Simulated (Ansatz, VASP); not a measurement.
WAu and spin-orbit coupling, program beside program

It takes space group F-43m (No. 216, cubic). Conventional cell: a = 5.818 Å, b = 5.818 Å, c = 5.818 Å, α = 90.00°, β = 90.00°, γ = 90.00°. W (site symmetry -43m) is surrounded by 4 Au at 2.52 Å. Au (site symmetry -43m) has 4 W at 2.52 Å as nearest neighbours.

The cell comes from a database or a generator and needn't be the stable form of this composition.

Kept alike: task band structure; functional PBEsol; k mesh 6 × 6 × 6; occupations fermi-dirac, width 0.05 eV. The mesh is that of the run's cell of 2 atoms.

- A: Ansatz, Ansatz PAW, made for PBE, cutoff 420 eV
- B: VASP, PBE PAW files Au, W_sv, 520 eV, made for PBE

| spin-orbit coupling | A: pressure (GPa) | B: pressure (GPa) |
| --- | --- | --- |
| off | -4.85 | -4.80 |
| on | -5.27 | -4.86 |

Pressure is positive in compression; plane-wave values hold the error of the finite cutoff, which Ansatz corrects. Values on potentials made for another functional: all of A; all of B.

Question: How large is the effect of spin-orbit coupling, and do the programs agree on it?

Answer: From off to on the pressure moves by -0.42 in A, -0.06 in B (GPa). Row by row the programs differ by 0.05 to 0.41, and the shifts point the same way but differ by 86 % of the larger.
